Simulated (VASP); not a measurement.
Calculation: optB86b-vdW, VASP's PBE PAW potentials (set 64) (plane waves; VASP).

The input files of a VASP run:

KPOINTS:
```
Automatic mesh
0
Gamma
15 15 8
0 0 0
```

**POSCAR**
```
Tc
1
    1.3542341316    -2.3456027092     0.0000000000
    1.3542341316     2.3456027092     0.0000000000
    0.0000000000     0.0000000000     4.3343354836
Tc
2
Direct
  0.3333330000   0.6666670000   0.2500000000
  0.6666670000   0.3333330000   0.7500000000
```

**INCAR**
```
NSW=30   # most ionic steps
SIGMA=0.1   # width (eV)
ISIF=4
SYSTEM=Tc
NELM=100   # most electronic steps
PARAM1=0.1234
EDIFFG=-0.01   # ionic stop
LASPH=T   # aspherical one-centre terms
LWAVE=F
ALGO=Normal
AGGAC=0.0
PREC=Accurate
LREAL=F   # projection in real space or not
LUSE_VDW=T
ISMEAR=1
ENCUT=520   # plane-wave cut-off (eV)
LMAXMIX=4
IBRION=2   # conjugate gradients
EDIFF=1E-7   # SCF stop (eV)
LCHARG=F
PARAM2=1.0
GGA=MK
```

POTCAR, in this order: Tc_pv (PBE.64 set). Program: vasp_std.

### Question
Estimate the energy per atom (σ→0), band gap (on the k-mesh).

### Answer

* **energy per atom (σ→0)**: -739.6 kJ/mol-atom
* **band gap (on the k-mesh)**: none (metal, semimetal or under 0.01 eV)

File OSZICAR:
```
...
   2 F= -.15330823E+02 E0= -.15330858E+02  d E =-.351451E-04
       N       E                     dE             d eps       ncg     rms          rms(c)
DAV:   1    -0.153312167015E+02   -0.39352E-03   -0.16703E-02  4598   0.112E+00    0.107E-01
DAV:   2    -0.153309337046E+02    0.28300E-03   -0.47255E-04  4934   0.191E-01    0.476E-02
DAV:   3    -0.153308676343E+02    0.66070E-04   -0.23026E-04  5455   0.107E-01    0.676E-03
DAV:   4    -0.153308679885E+02   -0.35422E-06   -0.46490E-06  4660   0.228E-02    0.198E-03
DAV:   5    -0.153308679187E+02    0.69752E-07   -0.25816E-07  3549   0.359E-03
   3 F= -.15330868E+02 E0= -.15330909E+02  d E =-.798272E-04
```

The compound is Tc in the hcp structure. This cell is one point of a volume scan, at 0.97 of the reference volume. Symmetry was kept, so distortions that lower it aren't found.
